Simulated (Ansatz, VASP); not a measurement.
# Cross-check of Be2N between VASP and Ansatz, part 2 of 2

One calculation is typed for both programs; each brings its own data sets. How far apart do they land? The cell is generated by rule, not measured, and may not be a known phase. The cell is taken from a series of runs on this material, whose earlier steps may have relaxed, scaled, displaced or heated it; both programs get it as it stands.

VASP 6.6.1 and Ansatz 0.2.0.

So far: Set-up; VASP: relaxation of cell and atoms, PBEsol, pair 1; Ansatz: relaxation of cell and atoms, PBEsol, pair 1; Side by side.

### 5. VASP: relaxation of cell and atoms, PBEsol, pair 2

Level of this step: PBEsol; plane waves and PAW (Be, N); invented cell (VASP).

The relaxed volume is the usual yardstick between codes: in a stiff, nearly cubic crystal its relative difference is about their pressure difference at one cell divided by the bulk modulus.

INCAR reads:

```
SYSTEM = Be2N
PREC = Accurate
ENCUT = 600
EDIFF = 1E-07
NELM = 120
ISMEAR = 1
SIGMA = 0.15
LREAL = .FALSE.
ALGO = Normal
GGA = PS
NBANDS = 10
LORBIT = 11
LWAVE = .FALSE.
LCHARG = .FALSE.
ISIF = 3
IBRION = 2
NSW = 80
EDIFFG = -0.005
LASPH = .TRUE.
GGA_COMPAT = .FALSE.
NELMIN = 4
KPAR = 2
```

POSCAR reads:

```
Be2N
1.0
    1.3237580000      0.7642720000      4.0199170000
   -1.3237580000      0.7642720000      4.0199170000
    0.0000000000     -1.5285440000      4.0199170000
Be N
2 1
Direct
    0.2672763310      0.2672763310      0.2672763310
    0.7327236690      0.7327236690      0.7327236690
    0.0000000000      0.0000000000      0.0000000000
```

KPOINTS reads:

```
Automatic mesh
0
Gamma
18 18 18
0 0 0
```

Potentials, in the order of the species: Be and N (PBE family, release 64).

Command:

```console
$ mpirun -np 2 vasp_std
```

Numbers of over 12 decimals in the logs are rounded to 6 here.

The program printed:

```text
[banner, memory and clock lines left out]
running    2 mpi-ranks, on    1 nodes
[...]
[... a notice as in an earlier step ...]

 LDA part: xc-table for (Slater+PW92), standard interpolation
 POSCAR, INCAR and KPOINTS ok, starting setup
[...]
entering main loop
       N       E                     dE             d eps       ncg     rms          rms(c)
DAV:   1     0.164851763695E+02    0.16485E+02   -0.43326E+03 11600   0.845E+02
DAV:   2    -0.186300342068E+02   -0.35115E+02   -0.32725E+02 15130   0.172E+02
DAV:   3    -0.202741547794E+02   -0.16441E+01   -0.16287E+01 15726   0.343E+01
DAV:   4    -0.202841794042E+02   -0.10025E-01   -0.10007E-01 16368   0.263E+00
[...]
DAV:  11    -0.180391228916E+02    0.90999E-05   -0.35905E-05 14666   0.345E-02    0.652E-03
DAV:  12    -0.180391230975E+02   -0.20583E-06   -0.10703E-06 14884   0.931E-03    0.371E-03
DAV:  13    -0.180391230205E+02    0.76970E-07   -0.26998E-07 14540   0.415E-03
   1 F= -.18039123E+02 E0= -.18039039E+02  d E =-.180391E+02
[... from here on, the cycles between the ionic steps are left out ...]
   2 F= -.18039322E+02 E0= -.18039232E+02  d E =-.198764E-03
   3 F= -.18039378E+02 E0= -.18039290E+02  d E =-.254932E-03
   4 F= -.18039428E+02 E0= -.18039337E+02  d E =-.498857E-04
   5 F= -.18039522E+02 E0= -.18039420E+02  d E =-.143905E-03
   6 F= -.18039456E+02 E0= -.18039330E+02  d E =-.778009E-04
   7 F= -.18039538E+02 E0= -.18039429E+02  d E =-.159568E-03
   8 F= -.18039565E+02 E0= -.18039452E+02  d E =-.275375E-04
 trial-energy change:   -0.000028  1 .order   -0.000027   -0.000057    0.000003
 step:   1.0981(harm=  1.0957)  dis= 0.00142  next Energy=   -18.039565 (dE=-0.276E-04)
 reached required accuracy - stopping structural energy minimisation
```

From OUTCAR (step 5):

```text
  Total       -0.0012076     -0.0012076     -0.0010879      0.0000000      0.0000000      0.0000000
  in kB       -0.0794590     -0.0794590     -0.0715819      0.0000000      0.0000000      0.0000000
  external PRESSURE =      -0.0768333 kB  Pullay stress =       0.0000000 kB

 POSITION                                       TOTAL-FORCE (eV/Angst)
 -----------------------------------------------------------------------------------
     -0.00000      0.00000      3.20048        -0.000000     -0.000000      0.001486
     -0.00000      0.00000      8.79713         0.000000      0.000000     -0.001486
     -0.00000      0.00000     11.99761         0.000000     -0.000000      0.000000
 -----------------------------------------------------------------------------------
    total drift:                                0.000000     -0.000000      0.000000

  FREE ENERGIE OF THE ION-ELECTRON SYSTEM (eV)
  ---------------------------------------------------
  free  energy   TOTEN  =       -18.0395650581 eV

  energy  without entropy=      -18.0392273078  energy(sigma->0) =      -18.03945247

[... 2 parts as in an earlier step ...]

[... 2 further parts left out ...]
[key lines of the parts left out:]
E-fermi :   6.7724
```

### 6. Ansatz: relaxation of cell and atoms, PBEsol, pair 2

The same cell, functional, mesh and smearing now go to Ansatz, which takes its cutoff from its data sets.

The cell is taken from a series of runs on this material, whose earlier steps may have relaxed, scaled, displaced or heated it; both programs get it as it stands.

input.yaml reads:

```yaml
crystal:
  lattice:
    - [1.3237582836, 0.7642722014, 4.0199172378]
    - [-1.3237582836, 0.7642722014, 4.0199172378]
    - [0.0, -1.5285444028, 4.0199172378]
  atoms:
    - { symbol: Be, position: [0.2672763555, 0.2672763555, 0.2672763555] }
    - { symbol: Be, position: [0.7327236445, 0.7327236445, 0.7327236445] }
    - { symbol: "N", position: [0.0, 0.0, 0.0] }
kpoints:
  mp_grid: { grid: [18, 18, 18] }
hamiltonian:
  xc: pbesol
scf:
  occupations: { method: methfessel_paxton, width: 0.15 }
output:
  forces: true
  stress: true
  eigenvalues: true
relax:
  adjacent_minimum: "off"
  f_tol: 0.001
  max_steps: 60
  cell: { stress_tol: 0.01 }
```

Command:

```console
$ ansatz run input.yaml --threads 8 --pin off --max-ram 14336MiB --backend cpu --events-out ev --progress --plain --runs-dir out
```

The program printed:

```text
[...]
Crystal: 3 atoms, lattice volume = 24.402 Å³
Basis set: ecut = 420 eV, 481 PW (Γ), FFT grids on a1−a3, a2−a3, a3, exchange–correlation on 36×36×60 points (8 copies of the dense FFT grid, shifted against one another)
Bands: 9, of which v1, the nominal top of the filled ones, is band 5 counted from 1 (4 counted from 0)
Symmetry: 12 space group operations
[...]
--- Relaxed structure (6 steps of the walk, 5 accepted, 2 SCFs on fresh bases) ---
[...]
cell:  # Å, volume = 24.3804 Å³
    - [1.323802, 0.764297, 4.016092]
    - [-1.323802, 0.764297, 4.016092]
    - [-2.733310993619756e-19, -1.528595, 4.016092]
  atoms:
    - { symbol: Be, position: [0.267201, 0.267201, 0.267201] }
    - { symbol: Be, position: [0.732799, 0.732799, 0.732799] }
    - { symbol: N, position: [0, 0, 0] }
[key lines of the parts left out:]
SCF converged after 5 iterations
Free energy (F): -560.623951 eV
Fermi energy:    8.373308 eV
P = ⅓ Tr σ = -0.0011 GPa (-0.011 kbar)
```

### 7. Side by side

The two programs side by side:

```tsv
quantity	Ansatz	VASP	difference
volume (Å³)	24.38	24.35	+0.13 %
edge a after relaxation, in the typed setting (Å)	4.297	4.282	+0.35 %
```

### 8. VASP: zone-centre phonons, PBEsol

Second derivatives magnify differences that forces hide, and they need a tight electronic threshold.

INCAR reads:

```
SYSTEM = Be2N
PREC = Accurate
ENCUT = 600
EDIFF = 1E-08
NELM = 120
ISMEAR = 1
SIGMA = 0.15
LREAL = .FALSE.
ALGO = Normal
GGA = PS
NBANDS = 10
LORBIT = 11
LWAVE = .FALSE.
LCHARG = .FALSE.
ISIF = 2
IBRION = 8
LASPH = .TRUE.
GGA_COMPAT = .FALSE.
KPAR = 2
```

POSCAR reads:

```
Be2N
1.0
    1.3238019118      0.7642973901      4.0160918286
   -1.3238019118      0.7642973901      4.0160918286
    0.0000000000     -1.5285947803      4.0160918286
Be N
2 1
Direct
    0.2672013696      0.2672013696      0.2672013696
    0.7327986304      0.7327986304      0.7327986304
    0.0000000000      0.0000000000      0.0000000000
```

KPOINTS is that of step 5.

Command:

```console
$ mpirun -np 2 vasp_std
```

The program printed:

```text
[... set-up lines as in an earlier step ...]
 entering main loop
       N       E                     dE             d eps       ncg     rms          rms(c)
DAV:   1     0.166559746967E+02    0.16656E+02   -0.43642E+03 11600   0.847E+02
DAV:   2    -0.185750244304E+02   -0.35231E+02   -0.32878E+02 14930   0.172E+02
DAV:   3    -0.202714883861E+02   -0.16965E+01   -0.16829E+01 15932   0.350E+01
DAV:   4    -0.202816234639E+02   -0.10135E-01   -0.10098E-01 16326   0.264E+00
[...]
DAV:  12    -0.180391756255E+02   -0.20659E-06   -0.11207E-06 14990   0.957E-03    0.389E-03
DAV:  13    -0.180391755413E+02    0.84223E-07   -0.29503E-07 15916   0.432E-03    0.475E-04
DAV:  14    -0.180391755463E+02   -0.50414E-08   -0.18829E-08  9490   0.108E-03
   1 F= -.18039176E+02 E0= -.18039088E+02  d E =-.262831E-03
 Linear response reoptimize wavefunctions to high precision
DAV:   1    -0.180391755507E+02   -0.43602E-08   -0.26946E-09 13326   0.597E-04
DAV:   2    -0.180391755507E+02   -0.42064E-11   -0.46700E-11  7884   0.685E-05
 Linear response DOF=           4
 Linear response progress:
[...]
RMM:   9    -0.236286850033E+00   -0.21668E-06   -0.57831E-08 60004   0.187E-04    0.643E-06
RMM:  10    -0.236286823929E+00    0.26104E-07   -0.58838E-08 60422   0.143E-04    0.434E-07
RMM:  11    -0.236286819673E+00    0.42562E-08   -0.60043E-08 52906   0.136E-04    0.304E-07
 first order change of Fermi-energy  -0.10169E-05
 force on displaced ion       3 direction 1 : -15.231   0.000   0.000
 Linear response progress:
  Degree of freedom:   4/  4
       N       E                     dE             d eps       ncg     rms          rms(c)
RMM:   1    -0.253066820795E+00   -0.25307E+00    0.24286E-01 22510   0.355E+00
RMM:   2    -0.250538665007E+00    0.25282E-02   -0.34493E-03 19372   0.545E-01    0.202E-01
RMM:   3    -0.250647230378E+00   -0.10857E-03   -0.16373E-03 18887   0.272E-01    0.831E-02
RMM:   4    -0.251790923501E+00   -0.11437E-02   -0.58930E-04 20011   0.155E-01    0.211E-02
[...]
RMM:   9    -0.252033033655E+00    0.55024E-06   -0.36804E-08 21606   0.202E-04    0.800E-06
RMM:  10    -0.252033070399E+00   -0.36744E-07   -0.36543E-08 22122   0.138E-04    0.345E-06
RMM:  11    -0.252033077953E+00   -0.75536E-08   -0.37323E-08 21187   0.130E-04    0.274E-07
 first order change of Fermi-energy  -0.16287E-03
 force on displaced ion       3 direction 3 :   0.000   0.000  -9.249
 Linear response finished
```

From OUTCAR (step 8):

```text
  Total        0.1142130      0.1142130      0.0344399     -0.0000000     -0.0000000     -0.0000000
  in kB        7.5056104      7.5056104      2.2632496     -0.0000000     -0.0000000     -0.0000000
  external PRESSURE =       5.7581568 kB  Pullay stress =       0.0000000 kB

 POSITION                                       TOTAL-FORCE (eV/Angst)
 -----------------------------------------------------------------------------------
      0.00000     -0.00000      3.21932         0.000000      0.000000     -0.052877
      0.00000     -0.00000      8.82896         0.000000     -0.000000      0.052877
      0.00000      0.00000      0.00000         0.000000     -0.000000      0.000000
 -----------------------------------------------------------------------------------
    total drift:                                0.000000      0.000000      0.000000

[... 1 part as in an earlier step ...]

[... 1 further part left out ...]
```

### 9. Ansatz: zone-centre phonons, PBEsol

The same cell, functional, mesh and smearing now go to Ansatz.

The cell is taken from a series of runs on this material, whose earlier steps may have relaxed, scaled, displaced or heated it; both programs get it as it stands.

input.yaml reads:

```yaml
crystal:
  lattice:
    - [1.3238019118, 0.7642973901, 4.0160918286]
    - [-1.3238019118, 0.7642973901, 4.0160918286]
    - [0.0, -1.5285947803, 4.0160918286]
  atoms:
    - { symbol: Be, position: [0.2672013696, 0.2672013696, 0.2672013696] }
    - { symbol: Be, position: [0.7327986304, 0.7327986304, 0.7327986304] }
    - { symbol: "N", position: [0.0, 0.0, 0.0] }
kpoints:
  mp_grid: { grid: [18, 18, 18] }
hamiltonian:
  xc: pbesol
scf:
  occupations: { method: methfessel_paxton, width: 0.15 }
output:
  eigenvalues: true
phonons:
  method: dfpt
  qmesh: [2, 2, 2]
  temperatures: { t_max: 1000, t_step: 50 }
  qpath:
    path:
      - [[0.0, 0.0, 0.0], [0.5, 0.5, 0.5], [0.80918839, 0.19081161, 0.5]]
      - [[0.5, -0.19081161, 0.19081161], [0.5, 0.0, 0.0], [0.0, 0.0, 0.0], [0.34540581, -0.34540581, 0.0]]
      - [[0.65459419, 0.0, 0.34540581], [0.5, 0.0, 0.5], [0.0, 0.0, 0.0]]
    npoints: 10
basis:
  ecutwfc: 360
```

Command:

```console
$ ansatz run input.yaml --threads 8 --pin off --max-ram 14336MiB --backend cpu --events-out ev --progress --plain --runs-dir out
```

The program printed:

```text
Warning: basis.ecutwfc = 360 eV is below the records' recommended 420 eV, and the density's cutoff is lower with it unless basis.ecutrho_ratio is high enough to keep the records' density cutoff: compare with a run at a higher cutoff
[...]
Crystal: 3 atoms, lattice volume = 24.380 Å³
Basis set: ecut = 360 eV, 367 PW (Γ), exchange–correlation on 54×54×54 points (8 copies of the dense FFT grid, shifted against one another)
[...]
largest difference from the sums on the solved wave vectors: F 1.17e-2 eV, S 2.20e-5 and C_V 1.88e-5 eV/K
  zero-point energy: 0.271831 eV/cell   skipped modes (ω ≤ 0): 1819, of them read as no rigid motion or as one in doubt: 1816 (9.058e-1 modes/cell left out, lowest -337.11 cm⁻¹)   left out of the sums: 1.01e-1 of the cell's modes: C_V's classical limit lies that fraction below 3 k_B per atom; for a crystal, a wire or a layer, F and S can be off by more, and a phonons.interpolated_qmesh denser along its periods is the remedy for the sampling
[key lines of the parts left out:]
SCF converged after 7 iterations
Free energy (F): -560.579028 eV
Fermi energy:    8.373627 eV
```

### 10. Side by side

What differs besides the data sets and the points named for the pairs above, as far as they apply: VASP's run holds the zone centre alone; the cutoff is 360 eV in Ansatz and 600 eV in VASP; Ansatz's log warns that its cutoff lies below the recommended one. Total energies have different zeros and are not compared.

Both answers:

```tsv
quantity	Ansatz	VASP	difference
optical mode 1 to 2 (cm⁻¹)	525.5	530.7	-0.96 %
optical mode 3 (cm⁻¹)	563.9	565.0	-0.19 %
optical mode 4 to 5 (cm⁻¹)	717.2	725.0	-1.09 %
optical mode 6 (cm⁻¹)	778.6	779.2	-0.08 %
```

Modes are paired by rising frequency, not by their patterns, so a pair may set unlike modes beside each other; they are those without the splitting of longitudinal modes.

### 11. Results

| Item | Value |
| --- | --- |
| difference in edge a after relaxation, in the typed setting (relaxation of cell and atoms, PBEsol, pair 1) | 0.42 % |
| difference in edge a after relaxation, in the typed setting (relaxation of cell and atoms, PBEsol, pair 2) | 0.35 % |
| r.m.s. difference of the optical zone-centre modes, each program's sorted by frequency (zone-centre phonons, PBEsol) | 5.4 cm⁻¹ |
| difference in optical mode 4 to 5 (zone-centre phonons, PBEsol) | -1.1 % |

What this shows: The difference in edge a after relaxation, in the typed setting is 0.42 % (relaxation of cell and atoms, PBEsol, pair 1), within the 1.2 % picked in this series as the mark of a large difference, as far as the stopping tolerances let one tell. Among the rows given in per cent, the largest difference of the zone-centre phonons, PBEsol pair is in optical mode 4 to 5, -1.1 %. Such differences can come from data sets, numerical settings and the points named under the comparisons, not from the functional's error against experiment.

[Lines on the potential files, build, host, timing and source positions are cut from VASP's logs without a mark.]

[Logs are printed without paths, hosts, clocks, repeated set-up lines and the standing remarks that a program may print on its own settings, such as how far it seeks lower states.]

[Hosts, paths, dates, database ids (printed as entryN), source tags and the programs' standing remarks are cut or masked in the printed files.]
